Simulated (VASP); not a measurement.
Input of a VASP 6.6.1 run:

INCAR

```
  PREC = Accurate
  ENCUT = 520
  EDIFF = 1E-7
  ISMEAR = -1
  SIGMA = 0.05
  LREAL = F
  LASPH = T
  NELM = 80
  ALGO = Normal
  ISIF = 2
  LWAVE = F
  LCHARG = T
  GGA = PE
  LELF = T
  LVHAR = T
  NBANDS = 23
```

KPOINTS

```
Automatic mesh
0
Gamma
  8 8 5
```

The input POSCAR:

```
SrTiC2
1.0
    3.3782600000      0.0000000000      0.0000000000
    0.0000000000      3.3782600000      0.0000000000
    0.0000000000      0.0000000000      5.0301400000
Sr Ti C
1 1 2
Direct
    0.5000000000      0.5000000000      0.5000000000
    0.0000000000      0.0000000000      0.0000000000
    0.0000000000      0.0000000000      0.5000000000
    0.5000000000      0.5000000000      0.0000000000
```

Potentials or basis: VASP PAW PBE potentials, release 64 (Sr_sv, Ti_sv, C).

The run is started by

```sh
$ cat potpaw_PBE.64/Sr_sv/POTCAR potpaw_PBE.64/Ti_sv/POTCAR potpaw_PBE.64/C/POTCAR > POTCAR
$ mpirun -np 1 vasp_std > vasp.out
```

Task: Estimate the band gap on the k mesh.

Result: None (metal or under the smearing width).

Task: Estimate the pressure.

Result: 0.6 GPa.

Stress tensor (GPa, compression positive):
```
0.58 0.00 0.00
0.00 0.58 0.00
0.00 0.00 0.70
```
